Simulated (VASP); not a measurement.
Data:

```xyz
5
Lattice="2.0303 -3.5167 0.0000 2.0303 3.5167 0.0000 0.0000 0.0000 6.3568" Properties=species:S:1:pos:R:3 pbc="T T T"
Mg     0.0000     0.0000     0.0000
Mg     2.0303     1.1722     3.9888
Mg     2.0303    -1.1722     2.3680
Sb     2.0303     1.1722     1.3411
Sb     2.0303    -1.1722     5.0157
```

Method: LDA (Ceperley-Alder, Perdew-Zunger), VASP's LDA PAW potentials (set 64) (plane waves; VASP). Run with 500 eV cut-off, 9×9×5 Γ-centred mesh, first-order Methfessel-Paxton smearing of 0.10 eV, potentials Mg Sb.

Energy and stress use the plane-wave basis of the starting cell.

Q: The ions, cell shape and volume at an external pressure of 45.0 GPa are relaxed. Predict the relaxed structure.

A: 
```xyz
5
Lattice="1.9730 -3.4173 0.0000 1.9730 3.4173 0.0000 0.0000 0.0000 6.1936" Properties=species:S:1:pos:R:3 pbc="T T T"
Mg     1.9730     3.4173     6.1936
Mg     1.9730     1.1391     3.8745
Mg     1.9730    -1.1391     2.3191
Sb     1.9730     1.1391     1.2916
Sb     1.9730    -1.1391     4.9020
```
Space group P-3m1 (164), at a tolerance of 0.03 Å.

Q: How do energy and volume change from the first to the last step?

A: The energy (σ→0) changes by +335.8 meV/atom and the volume by -8.0 %, in 12 ionic steps.

The compound is Mg3Sb2 in the a-la2o3 structure. This run relaxes it under an external pressure of 45 GPa. Symmetry was kept, so distortions that lower it aren't found.
